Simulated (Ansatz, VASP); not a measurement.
# Cross-check of Ta (Ta wire along [100], 25 atoms a period) between VASP and Ansatz, part 2 of 2

One calculation is typed for both programs; each brings its own data sets. How far apart do they land? The structure shown is the start of the Ansatz relaxation below; VASP solves that cell, so the two are compared at the walk's first step.

VASP 6.6.1 and Ansatz 0.2.0.

So far: The structure; Ansatz: relaxation, PBE.

## Step 3: VASP: single point, PBE, start cell

Level of this step: PBE; plane waves and PAW (Ta_pv) (VASP).

The same cell, functional, mesh and smearing now go to VASP, with its own data sets.

Lines of VASP's logs that name or quote its potential files are left out, and so is its time.

Input file INCAR:

```
SYSTEM = Ta
PREC = Accurate
ENCUT = 400
EDIFF = 1E-06
NELM = 120
ISMEAR = -1
SIGMA = 0.05
LREAL = .FALSE.
ALGO = Normal
GGA = PE
NBANDS = 160
LASPH = .TRUE.
LORBIT = 11
LWAVE = .FALSE.
LCHARG = .FALSE.
ISIF = 2
GGA_COMPAT = .FALSE.
KPAR = 4
```

Input file POSCAR:

```
Ta
1.0
   20.0800000000      0.0000000000      0.0000000000
    0.0000000000     20.0800000000      0.0000000000
    0.0000000000      0.0000000000      3.3200000000
Ta
25
Direct
    0.1693227092      0.5000000000      0.0000000000
    0.3346613546      0.3346613546      0.0000000000
    0.3346613546      0.5000000000      0.0000000000
    0.3346613546      0.6653386454      0.0000000000
    0.5000000000      0.1693227092      0.0000000000
    0.5000000000      0.3346613546      0.0000000000
    0.5000000000      0.5000000000      0.0000000000
    0.5000000000      0.6653386454      0.0000000000
    0.5000000000      0.8306772908      0.0000000000
    0.6653386454      0.3346613546      0.0000000000
    0.6653386454      0.5000000000      0.0000000000
    0.6653386454      0.6653386454      0.0000000000
    0.8306772908      0.5000000000      0.0000000000
    0.2519920319      0.4173306773      0.5000000000
    0.2519920319      0.5826693227      0.5000000000
    0.4173306773      0.2519920319      0.5000000000
    0.4173306773      0.4173306773      0.5000000000
    0.4173306773      0.5826693227      0.5000000000
    0.4173306773      0.7480079681      0.5000000000
    0.5826693227      0.2519920319      0.5000000000
    0.5826693227      0.4173306773      0.5000000000
    0.5826693227      0.5826693227      0.5000000000
    0.5826693227      0.7480079681      0.5000000000
    0.7480079681      0.4173306773      0.5000000000
    0.7480079681      0.5826693227      0.5000000000
```

Input file KPOINTS:

```
Automatic mesh
0
Gamma
1 1 25
0 0 0
```

Potentials, in the order of the species: Ta_pv (PBE family, release 64).

The run is started by

```sh
$ mpirun -np 4 vasp_std
```

Numbers of over 12 decimals in the logs are rounded to 6 here.

The program printed:

```text
[banner, memory and clock lines left out]
running    4 mpi-ranks, on    1 nodes
 distrk:  each k-point on    1 cores,    4 groups
 distr:  one band on    1 cores,    1 groups

 POSCAR found type information on POSCAR Ta
 POSCAR found :  1 types and      25 ions
|                                                                             |
|               ----> ADVICE to this user running VASP <----                  |
|                                                                             |
|     You have a (more or less) 'large supercell' and for larger cells it     |
|     might be more efficient to use real-space projection operators.         |
|     Therefore, try LREAL= Auto in the INCAR file.                           |
|     Mind: For very accurate calculation, you might also keep the            |
|     reciprocal projection scheme (i.e. LREAL=.FALSE.).                      |
|                                                                             |

 LDA part: xc-table for (Slater+PW92), standard interpolation
 POSCAR, INCAR and KPOINTS ok, starting setup
 FFT: planning ... GRIDC
 FFT: planning ... GRID_SOFT
 FFT: planning ... GRID
 WAVECAR not read
 entering main loop
       N       E                     dE             d eps       ncg     rms          rms(c)
DAV:   1     0.203149524672E+04    0.20315E+04   -0.13795E+05  5416   0.122E+03
DAV:   2    -0.173621265822E+03   -0.22051E+04   -0.21596E+04  4808   0.356E+02
DAV:   3    -0.293463370337E+03   -0.11984E+03   -0.11356E+03  5296   0.673E+01
DAV:   4    -0.300677370371E+03   -0.72140E+01   -0.69264E+01  5520   0.130E+01
DAV:   5    -0.301088460783E+03   -0.41109E+00   -0.40355E+00  5608   0.254E+00    0.593E+01
DAV:   6    -0.340405835704E+03   -0.39317E+02   -0.41206E+02  5624   0.543E+01    0.384E+01
DAV:   7    -0.293574415860E+03    0.46831E+02   -0.45532E+02  5904   0.370E+01    0.314E+01
DAV:   8    -0.277412863930E+03    0.16162E+02   -0.13474E+02  5600   0.221E+01    0.119E+01
DAV:   9    -0.272775146258E+03    0.46377E+01   -0.29480E+01  5592   0.109E+01    0.635E+00
DAV:  10    -0.272201293224E+03    0.57385E+00   -0.34450E+00  5672   0.525E+00    0.463E+00
DAV:  11    -0.272084760936E+03    0.11653E+00   -0.58740E-01  5432   0.208E+00    0.389E+00
DAV:  12    -0.271791810513E+03    0.29295E+00   -0.66048E-01  5592   0.265E+00    0.157E+00
DAV:  13    -0.271725100461E+03    0.66710E-01   -0.27369E-01  5664   0.163E+00    0.558E-01
DAV:  14    -0.271729789965E+03   -0.46895E-02   -0.58644E-02  5000   0.681E-01    0.286E-01
[...]
DAV:  23    -0.271735084860E+03   -0.81588E-04   -0.93651E-06  3480   0.425E-03    0.284E-03
DAV:  24    -0.271735100752E+03   -0.15892E-04   -0.16821E-06  3144   0.252E-03    0.156E-03
DAV:  25    -0.271735111101E+03   -0.10350E-04   -0.14012E-06  2904   0.159E-03    0.955E-04
DAV:  26    -0.271735118718E+03   -0.76163E-05   -0.36130E-07  2704   0.114E-03    0.457E-04
DAV:  27    -0.271735124131E+03   -0.54135E-05   -0.17769E-07  2560   0.709E-04    0.323E-04
DAV:  28    -0.271735128708E+03   -0.45766E-05   -0.10441E-07  2512   0.487E-04    0.203E-04
DAV:  29    -0.271735131096E+03   -0.23879E-05   -0.82478E-08  2472   0.381E-04    0.980E-05
DAV:  30    -0.271735131719E+03   -0.62374E-06   -0.34948E-08  2464   0.234E-04
   1 F= -.27173513E+03 E0= -.27155481E+03  d E =-.360635E+00
```

Parts of OUTCAR (step 3):

```text
ion  position               nearest neighbor table
   1  0.169  0.500  0.000-  14 2.88  15 2.88  14 2.88  15 2.88   3 3.32
   2  0.335  0.335  0.000-  14 2.88  16 2.88  17 2.88  14 2.88  16 2.88  17 2.88   3 3.32   6 3.32

  LATTYP: Found a simple tetragonal cell.
 ALAT       =    20.0800000000
 C/A-ratio  =     0.1653386454

 Subroutine GETGRP returns: Found 16 space group operations
 (whereof 16 operations were pure point group operations)

The static configuration has the point symmetry D_4h.

 Found     13 irreducible k-points:

   k-points           NKPTS =     13   k-points in BZ     NKDIM =     13   number of bands    NBANDS=    160

   dimension x,y,z NGX =   140 NGY =  140 NGZ =   24
   dimension x,y,z NGXF=   280 NGYF=  280 NGZF=   48

   ENCUT  =  400.0 eV  29.40 Ry    5.42 a.u.  32.75 32.75  5.41*2*pi/ulx,y,z

   NELECT =     275.0000    total number of electrons

 k-points in reciprocal lattice and weights: Automatic mesh
   0.00000000  0.00000000  0.00000000       0.040
   0.00000000  0.00000000  0.04000000       0.080
   0.00000000  0.00000000  0.08000000       0.080
   0.00000000  0.00000000  0.12000000       0.080
   0.00000000  0.00000000  0.16000000       0.080
   0.00000000  0.00000000  0.20000000       0.080
   0.00000000  0.00000000  0.24000000       0.080
   0.00000000  0.00000000  0.28000000       0.080
   0.00000000  0.00000000  0.32000000       0.080
   0.00000000  0.00000000  0.36000000       0.080
   0.00000000  0.00000000  0.40000000       0.080
   0.00000000  0.00000000  0.44000000       0.080
   0.00000000  0.00000000  0.48000000       0.080

 average (electrostatic) potential at core
       1 -43.8747       2 -43.3115       3 -43.0131       4 -43.3115       5 -43.8747
       6 -43.0131       7 -42.8621       8 -43.0131       9 -43.8747      10 -43.3115
      11 -43.0131      12 -43.3115      13 -43.8747      14 -43.4109      15 -43.4109
      16 -43.4109      17 -42.9320      18 -42.9320      19 -43.4109      20 -43.4109
      21 -42.9320      22 -42.9320      23 -43.4109      24 -43.4109      25 -43.4109

 E-fermi :  -0.9130

 k-point     1 :       0.0000    0.0000    0.0000
  band No.  band energies     occupation
    ...
    128      -0.9880      1.63540
    129      -0.8985      0.85586
    130      -0.8956      0.82752
    131      -0.8956      0.82752
    132      -0.8956      0.82749
    133      -0.7622      0.09347
    134      -0.7125      0.03560
    135      -0.7125      0.03560
    136      -0.6309      0.00706
    137      -0.5543      0.00153
    ...

 k-point     2 :       0.0000    0.0000    0.0400
  band No.  band energies     occupation
    ...
    127      -1.0319      1.83036
    128      -1.0156      1.77240
    129      -0.9101      0.97088
    130      -0.8832      0.71077
    131      -0.8832      0.71077
    132      -0.8579      0.49901
    133      -0.7917      0.16243
    134      -0.6827      0.01980
    135      -0.6827      0.01980
    136      -0.6111      0.00476
    ...

 k-point     3 :       0.0000    0.0000    0.0800
  band No.  band energies     occupation
    ...
    128      -0.9960      1.68029
    129      -0.9572      1.41520
    130      -0.9038      0.90839
    131      -0.9038      0.90839
    132      -0.8682      0.57987
    133      -0.8548      0.47587
    134      -0.7537      0.07933
    135      -0.7403      0.06128
    136      -0.7403      0.06128
    137      -0.6446      0.00928
    ...

  Total      -30.9084419    -30.9084419    -43.5845692      0.0000000      0.0000000     -0.0000000
  in kB      -36.9932250    -36.9932250    -52.1648351      0.0000000      0.0000000     -0.0000000
  external PRESSURE =     -42.0504284 kB  Pullay stress =       0.0000000 kB

  energy-cutoff  :      400.00
  volume of cell :     1338.65
      direct lattice vectors                 reciprocal lattice vectors
    20.080000000  0.000000000  0.000000000     0.049800797  0.000000000  0.000000000
     0.000000000 20.080000000  0.000000000     0.000000000  0.049800797  0.000000000
     0.000000000  0.000000000  3.320000000     0.000000000  0.000000000  0.301204819

 POSITION                                       TOTAL-FORCE (eV/Angst)
 -----------------------------------------------------------------------------------
      3.40000     10.04000      0.00000         2.414686     -0.000000      0.000000
      6.72000      6.72000      0.00000         0.337905      0.337905      0.000000
      6.72000     10.04000      0.00000        -0.491669     -0.000000     -0.000000
      6.72000     13.36000      0.00000         0.337905     -0.337905      0.000000
     10.04000      3.40000      0.00000        -0.000000      2.414686     -0.000000
     10.04000      6.72000      0.00000        -0.000000     -0.491669      0.000000
     10.04000     10.04000      0.00000        -0.000000     -0.000000     -0.000000
     10.04000     13.36000      0.00000        -0.000000      0.491669     -0.000000
     10.04000     16.68000      0.00000        -0.000000     -2.414686      0.000000
     13.36000      6.72000      0.00000        -0.337905      0.337905     -0.000000
     13.36000     10.04000      0.00000         0.491669     -0.000000     -0.000000
     13.36000     13.36000      0.00000        -0.337905     -0.337905     -0.000000
     16.68000     10.04000      0.00000        -2.414686     -0.000000     -0.000000
      5.06000      8.38000      1.66000        -0.299488      0.907213     -0.000000
      5.06000     11.70000      1.66000        -0.299488     -0.907213     -0.000000
      8.38000      5.06000      1.66000         0.907213     -0.299488     -0.000000
      8.38000      8.38000      1.66000        -0.463235     -0.463235     -0.000000
      8.38000     11.70000      1.66000        -0.463235      0.463235      0.000000
      8.38000     15.02000      1.66000         0.907213      0.299488      0.000000
     11.70000      5.06000      1.66000        -0.907213     -0.299488      0.000000
     11.70000      8.38000      1.66000         0.463235     -0.463235     -0.000000
     11.70000     11.70000      1.66000         0.463235      0.463235      0.000000
     11.70000     15.02000      1.66000        -0.907213      0.299488     -0.000000
     15.02000      8.38000      1.66000         0.299488      0.907213      0.000000
     15.02000     11.70000      1.66000         0.299488     -0.907213      0.000000
 -----------------------------------------------------------------------------------
    total drift:                               -0.000000     -0.000000     -0.000000

  FREE ENERGIE OF THE ION-ELECTRON SYSTEM (eV)
  ---------------------------------------------------
  free  energy   TOTEN  =      -271.7351317193 eV

  energy  without entropy=     -271.3744966713  energy(sigma->0) =     -271.55481420

 total charge
# of ion       s       p       d       tot
------------------------------------------
    1        0.394   6.022   2.305   8.720
    2        0.371   6.088   2.353   8.812
    3        0.366   6.176   2.334   8.876
    4        0.371   6.088   2.353   8.812
    5        0.394   6.022   2.305   8.720
    6        0.366   6.176   2.334   8.876
    7        0.364   6.185   2.333   8.882
    8        0.366   6.176   2.334   8.876
    9        0.394   6.022   2.305   8.720
   10        0.371   6.088   2.353   8.812
   11        0.366   6.176   2.334   8.876
   12        0.371   6.088   2.353   8.812
   13        0.394   6.022   2.305   8.720
   14        0.370   6.099   2.316   8.785
   15        0.370   6.099   2.316   8.785
   16        0.370   6.099   2.316   8.785
   17        0.366   6.178   2.337   8.881
   18        0.366   6.178   2.337   8.881
   19        0.370   6.099   2.316   8.785
   20        0.370   6.099   2.316   8.785
   21        0.366   6.178   2.337   8.881
   22        0.366   6.178   2.337   8.881
   23        0.370   6.099   2.316   8.785
   24        0.370   6.099   2.316   8.785
   25        0.370   6.099   2.316   8.785
--------------------------------------------------
tot          9.313 152.828  58.179 220.319

[... 3 further parts left out ...]
```

## Step 4: Side by side

Known differences besides the potentials themselves: the data sets hold 325 valence electrons in Ansatz (on its PAW soft_1 files) and 275 in VASP; the cutoff is 420 eV in Ansatz and 400 eV in VASP. Total energies have different zeros and are not compared.

Forces on 10 of the 25 atoms, those with the largest forces and the largest differences (eV/Å; atoms numbered as in POSCAR):

```csv
atom,"Ansatz x, y, z","VASP x, y, z"
Ta1,"2.414, 0.000, 0.000","2.415, 0.000, 0.000"
Ta3,"-0.485, 0.000, 0.000","-0.492, 0.000, 0.000"
Ta5,"0.000, 2.414, 0.000","0.000, 2.415, 0.000"
Ta6,"0.000, -0.485, 0.000","0.000, -0.492, 0.000"
Ta8,"0.000, 0.485, 0.000","0.000, 0.492, 0.000"
Ta9,"0.000, -2.414, 0.000","0.000, -2.415, 0.000"
Ta13,"-2.414, 0.000, 0.000","-2.415, 0.000, 0.000"
Ta14,"-0.297, 0.904, 0.000","-0.299, 0.907, 0.000"
Ta15,"-0.297, -0.904, 0.000","-0.299, -0.907, 0.000"
Ta16,"0.904, -0.297, 0.000","0.907, -0.299, 0.000"
```

The forces differ by 2.3 meV/Å r.m.s., which is 0.3 % of the r.m.s. force of 0.675 eV/Å (both taken over all components).

## Step 5: What came out

```
r.m.s. force difference (single point, PBE, start cell) : 0.34 % of the r.m.s. force
```

In words: The r.m.s. force difference is 0.34 % of the r.m.s. force (single point, PBE, start cell), within the 3 % picked in this series as the mark of a large difference. The data sets hold unlike numbers of valence electrons (325 in Ansatz and 275 in VASP), so part of the differences comes from the potentials. VASP runs on this material, other cells of it included, that failed, so that no pair exists: single point, PBE (timeout). Such differences can come from data sets, numerical settings and the points named under the comparisons, not from the functional's error against experiment.

[Lines on the potential files, build, host, timing and source positions are cut from VASP's logs without a mark.]

[Logs are printed without paths, hosts, clocks, repeated set-up lines and the standing remarks that a program may print on its own settings, such as how far it seeks lower states.]

[Hosts, paths, dates, database ids (printed as entryN), source tags and the programs' standing remarks are cut or masked in the printed files.]
